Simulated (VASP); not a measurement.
Input:

```
CELL_PARAMETERS angstrom
      4.93232    -8.54303     0.00000
      4.93232     8.54303     0.00000
      0.00000     0.00000    10.58478
ATOMIC_POSITIONS crystal
  Zn 0.22530 0.11223 0.25217
  Zn 0.11080 0.22123 0.00103
  Zn 0.22518 0.11261 0.74671
  Zn 0.11324 0.22061 0.50030
  Zn 0.22332 0.44412 0.25079
  Zn 0.11122 0.55569 0.00218
  Zn 0.22137 0.44338 0.75185
  Zn 0.11127 0.55559 0.50152
  Zn 0.22255 0.77828 0.25095
  Zn 0.11120 0.88911 0.00103
  Zn 0.22273 0.77869 0.75092
  Zn 0.11541 0.89350 0.49987
  Zn 0.55399 0.11217 0.25207
  Zn 0.44411 0.22147 0.99192
  Zn 0.55425 0.11264 0.74649
  Zn 0.55246 0.43797 0.25014
  Zn 0.44471 0.55589 0.99926
  Zn 0.55515 0.44340 0.74818
  Zn 0.44383 0.55289 0.50396
  Zn 0.55400 0.77604 0.25157
  Zn 0.44468 0.88924 0.00091
  Zn 0.55653 0.77980 0.75096
  Zn 0.44497 0.89337 0.49983
  Zn 0.88942 0.11195 0.25175
  Zn 0.77710 0.22133 0.00098
  Zn 0.88886 0.11094 0.75078
  Zn 0.77451 0.22057 0.50040
  Zn 0.88781 0.44422 0.25081
  Zn 0.77802 0.55590 0.99929
  Zn 0.88883 0.44342 0.75179
  Zn 0.77618 0.55310 0.50395
  Zn 0.88893 0.77621 0.25163
  Zn 0.77775 0.88885 0.00260
  Zn 0.89003 0.77993 0.75097
  Zn 0.77774 0.88868 0.49825
  O  0.20308 0.10179 0.43374
  O  0.11102 0.22274 0.18977
  O  0.21874 0.10915 0.93973
  O  0.11046 0.22271 0.69025
  O  0.22259 0.44492 0.44174
  O  0.11088 0.55485 0.19205
  O  0.22148 0.44429 0.94084
  O  0.11124 0.55570 0.69080
  O  0.22162 0.77633 0.44117
  O  0.11029 0.88707 0.18979
  O  0.22190 0.77713 0.94039
  O  0.11096 0.88839 0.68982
  O  0.56591 0.10167 0.43360
  O  0.44336 0.21978 0.18320
  O  0.55718 0.10930 0.93957
  O  0.44537 0.22403 0.71120
  O  0.44361 0.55481 0.18773
  O  0.55719 0.44743 0.94029
  O  0.44358 0.55722 0.69244
  O  0.55326 0.77524 0.44167
  O  0.44355 0.88699 0.18969
  O  0.55649 0.77863 0.94015
  O  0.44412 0.88835 0.68983
  O  0.88964 0.11212 0.44119
  O  0.77870 0.22287 0.18969
  O  0.88855 0.11044 0.94033
  O  0.77908 0.22279 0.69027
  O  0.88931 0.44491 0.44172
  O  0.77824 0.55497 0.18775
  O  0.88966 0.44439 0.94080
  O  0.78056 0.55737 0.69237
  O  0.88912 0.77556 0.44170
  O  0.77756 0.88832 0.19245
  O  0.88891 0.77860 0.94017
  O  0.77793 0.88915 0.68885
  N  0.56951 0.47199 0.43019
```

Method: PBE GGA, VASP's PBE PAW potentials (set 64) (plane waves; VASP). Run with PREC = Normal, LREAL = Auto, ISYM = 0, 400 eV cut-off, 1×1×1 Γ-centred mesh, Gaussian smearing of 0.050 eV, potentials Zn O N. Starting moments (MAGMOM): 71*0.0141. The cell's moment is fixed (NUPDOWN = 1).

At this cut-off the stress carries a Pulay error, which pulls relaxed volumes low.  The supercell is sampled at Γ alone, which is coarse: total energies, pressure and levels can be off, energies of defects by several tenths of an eV.

Problem. What does the run give for the cell moment, energy per atom (σ→0), pressure?

Solution. 
- cell moment: 1.00 μB
- energy per atom (σ→0): -4.411 eV/atom
- pressure: -4.07 GPa

Problem. Give the moment on each site (PAW-sphere projection).

Solution. 
```json
[
 {"site": "Zn1", "moment (μB)": "0.00"},
 {"site": "Zn2", "moment (μB)": "0.00"},
 {"site": "Zn3", "moment (μB)": "-0.01"},
 {"site": "Zn4", "moment (μB)": "0.00"},
 {"site": "Zn5", "moment (μB)": "0.00"},
 {"site": "Zn6", "moment (μB)": "0.00"},
 {"site": "Zn7", "moment (μB)": "0.00"},
 {"site": "Zn8", "moment (μB)": "0.01"},
 {"site": "Zn9", "moment (μB)": "0.00"},
 {"site": "Zn10", "moment (μB)": "0.00"},
 {"site": "Zn11", "moment (μB)": "0.00"},
 {"site": "Zn12", "moment (μB)": "0.01"},
 {"site": "Zn13", "moment (μB)": "0.00"},
 {"site": "Zn14", "moment (μB)": "0.00"},
 {"site": "Zn15", "moment (μB)": "-0.01"},
 {"site": "Zn16", "moment (μB)": "0.02"},
 {"site": "Zn17", "moment (μB)": "0.00"},
 {"site": "Zn18", "moment (μB)": "-0.01"},
 {"site": "Zn19", "moment (μB)": "0.05"},
 {"site": "Zn20", "moment (μB)": "0.00"},
 {"site": "Zn21", "moment (μB)": "0.00"},
 {"site": "Zn22", "moment (μB)": "0.00"},
 {"site": "Zn23", "moment (μB)": "0.01"},
 {"site": "Zn24", "moment (μB)": "0.00"},
 {"site": "Zn25", "moment (μB)": "0.00"},
 {"site": "Zn26", "moment (μB)": "0.00"},
 {"site": "Zn27", "moment (μB)": "0.00"},
 {"site": "Zn28", "moment (μB)": "0.00"},
 {"site": "Zn29", "moment (μB)": "0.00"},
 {"site": "Zn30", "moment (μB)": "0.00"},
 {"site": "Zn31", "moment (μB)": "0.05"},
 {"site": "Zn32", "moment (μB)": "0.00"},
 {"site": "Zn33", "moment (μB)": "0.00"},
 {"site": "Zn34", "moment (μB)": "0.00"},
 {"site": "Zn35", "moment (μB)": "0.00"},
 {"site": "O36", "moment (μB)": "0.03"},
 {"site": "O37", "moment (μB)": "-0.01"},
 {"site": "O38", "moment (μB)": "-0.02"},
 {"site": "O39", "moment (μB)": "-0.01"},
 {"site": "O40", "moment (μB)": "0.03"},
 {"site": "O41", "moment (μB)": "0.00"},
 {"site": "O42", "moment (μB)": "-0.01"},
 {"site": "O43", "moment (μB)": "0.00"},
 {"site": "O44", "moment (μB)": "0.00"},
 {"site": "O45", "moment (μB)": "-0.01"},
 {"site": "O46", "moment (μB)": "-0.01"},
 {"site": "O47", "moment (μB)": "-0.01"},
 {"site": "O48", "moment (μB)": "0.03"},
 {"site": "O49", "moment (μB)": "-0.01"},
 {"site": "O50", "moment (μB)": "-0.02"},
 {"site": "O51", "moment (μB)": "-0.05"},
 {"site": "O52", "moment (μB)": "0.01"},
 {"site": "O53", "moment (μB)": "-0.02"},
 {"site": "O54", "moment (μB)": "0.00"},
 {"site": "O55", "moment (μB)": "0.05"},
 {"site": "O56", "moment (μB)": "-0.01"},
 {"site": "O57", "moment (μB)": "-0.01"},
 {"site": "O58", "moment (μB)": "-0.01"},
 {"site": "O59", "moment (μB)": "0.00"},
 {"site": "O60", "moment (μB)": "-0.01"},
 {"site": "O61", "moment (μB)": "-0.01"},
 {"site": "O62", "moment (μB)": "-0.01"},
 {"site": "O63", "moment (μB)": "0.03"},
 {"site": "O64", "moment (μB)": "0.01"},
 {"site": "O65", "moment (μB)": "-0.01"},
 {"site": "O66", "moment (μB)": "0.00"},
 {"site": "O67", "moment (μB)": "0.05"},
 {"site": "O68", "moment (μB)": "-0.01"},
 {"site": "O69", "moment (μB)": "-0.01"},
 {"site": "O70", "moment (μB)": "-0.01"},
 {"site": "N71", "moment (μB)": "0.68"}
]
```

The absolute energy has meaning only against runs of the same code, potentials and settings.

The cell is a supercell with a defect, built from ZnO (wurtzite): N_O-vac_Zn.
